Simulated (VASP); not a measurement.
Level of theory: r2SCAN+rVV10, VASP's PBE PAW potentials (set 64) (plane waves; VASP).

A VASP calculation is set up with these files.

**KPOINTS**
```
Automatic mesh
0
Gamma
7 7 7
0 0 0
```

### INCAR
```
SYSTEM = KCl
LUSE_VDW = T
METAGGA = R2SCAN
LWAVE = F
PREC = Accurate
EDIFF = 1E-7
LREAL = F   # projection in real space or not
CPARAM = 0.0093
ISIF = 2
LASPH = T   # aspherical one-centre terms
ISMEAR = 0
LCHARG = F
NELM = 100   # most electronic steps
BPARAM = 11.95
ENCUT = 520
LMIXTAU = T
SIGMA = 0.05   # width (eV)
ALGO = Normal
```

**POSCAR**
```
KCl
1
    0.0000000000     3.0535648527     3.0535648527
    3.0535648527     0.0000000000     3.0535648527
    3.0535648527     3.0535648527     0.0000000000
K Cl
1 1
Direct
  0.0000000000   0.0000000000   0.0000000000
  0.5000000000   0.5000000000   0.5000000000
```

POTCAR, in this order: K_sv Cl (PBE.64 set). Program: vasp_std.

Output

File OSZICAR:
```
       N       E                     dE             d eps       ncg     rms          rms(c)
DAV:   1     0.934265252049E+02    0.93427E+02   -0.75342E+03   480   0.124E+03
DAV:   2    -0.136710457257E+02   -0.10710E+03   -0.10142E+03   628   0.297E+02
DAV:   3    -0.199538823048E+02   -0.62828E+01   -0.62466E+01   628   0.636E+01
DAV:   4    -0.201985027802E+02   -0.24462E+00   -0.24425E+00   824   0.114E+01
DAV:   5    -0.202001036650E+02   -0.16009E-02   -0.16008E-02   628   0.105E+00    0.369E+00
DAV:   6    -0.155848846823E+02    0.46152E+01   -0.16790E+00   624   0.140E+01    0.330E+00
DAV:   7    -0.157348434567E+02   -0.14996E+00   -0.46381E-01   604   0.856E+00    0.972E-01
DAV:   8    -0.162946696055E+02   -0.55983E+00   -0.37525E-01   488   0.667E+00    0.119E+00
DAV:   9    -0.157802011031E+02    0.51447E+00   -0.71479E-02   584   0.359E+00    0.101E+00
DAV:  10    -0.159865018442E+02   -0.20630E+00   -0.25325E-01   488   0.597E+00    0.323E-01
DAV:  11    -0.159595672156E+02    0.26935E-01   -0.23915E-02   528   0.170E+00    0.368E-01
DAV:  12    -0.159572390056E+02    0.23282E-02   -0.98319E-03   488   0.150E+00    0.303E-01
DAV:  13    -0.159551319564E+02    0.21070E-02   -0.51098E-03   488   0.108E+00    0.220E-01
DAV:  14    -0.159839246408E+02   -0.28793E-01   -0.10555E-02   488   0.142E+00    0.109E-01
DAV:  15    -0.159841147599E+02   -0.19012E-03   -0.41795E-04   684   0.240E-01    0.822E-02
DAV:  16    -0.159833924922E+02    0.72227E-03   -0.21605E-04   556   0.187E-01    0.979E-02
DAV:  17    -0.159840663806E+02   -0.67389E-03   -0.65539E-04   536   0.315E-01    0.369E-02
DAV:  18    -0.159841875037E+02   -0.12112E-03   -0.23027E-04   536   0.179E-01    0.290E-02
DAV:  19    -0.159841934333E+02   -0.59296E-05   -0.14442E-05   628   0.468E-02    0.163E-02
DAV:  20    -0.159842025057E+02   -0.90724E-05   -0.90500E-06   544   0.476E-02    0.654E-03
DAV:  21    -0.159842277225E+02   -0.25217E-04   -0.10592E-05   512   0.498E-02    0.170E-03
DAV:  22    -0.159842283390E+02   -0.61653E-06   -0.18852E-06   528   0.197E-02    0.759E-04
DAV:  23    -0.159842296199E+02   -0.12809E-05   -0.32491E-07   576   0.792E-03    0.602E-04
DAV:  24    -0.159842290877E+02    0.53223E-06   -0.60550E-08   400   0.399E-03    0.914E-04
DAV:  25    -0.159842292862E+02   -0.19852E-06   -0.29305E-08   392   0.235E-03    0.557E-04
DAV:  26    -0.159842291265E+02    0.15976E-06   -0.86276E-09   320   0.947E-04    0.132E-04
DAV:  27    -0.159842291526E+02   -0.26087E-07   -0.23743E-09   300   0.546E-04
   1 F= -.15984229E+02 E0= -.15984229E+02  d E =-.409961E-23
```

OUTCAR:
```
------------------------ aborting loop because EDIFF is reached ----------------------------------------
  FORCE on cell =-STRESS in cart. coord.  units (eV):
  Direction    XX          YY          ZZ          XY          YZ          ZX
  --------------------------------------------------------------------------------------
  Total        0.5464104      0.5464104      0.5464104      0.0000000      0.0000000     -0.0000000
  in kB       15.3736900     15.3736900     15.3736900      0.0000000      0.0000000     -0.0000000
  external PRESSURE =      15.3736900 kB  Pullay stress =       0.0000000 kB
  volume of cell :       56.94
      direct lattice vectors                 reciprocal lattice vectors
     0.000000000  3.053564853  3.053564853    -0.163743043  0.163743043  0.163743043
     3.053564853  0.000000000  3.053564853     0.163743043 -0.163743043  0.163743043
     3.053564853  3.053564853  0.000000000     0.163743043  0.163743043 -0.163743043
  FREE ENERGIE OF THE ION-ELECTRON SYSTEM (eV)
  ---------------------------------------------------
  free  energy   TOTEN  =       -15.9842291526 eV

  energy  without entropy=      -15.9842291526  energy(sigma->0) =      -15.98422915
```
(Selected blocks of OUTCAR.)

The compound is KCl in the rock salt structure. This cell is one point of a volume scan, at 0.94 of the reference volume.
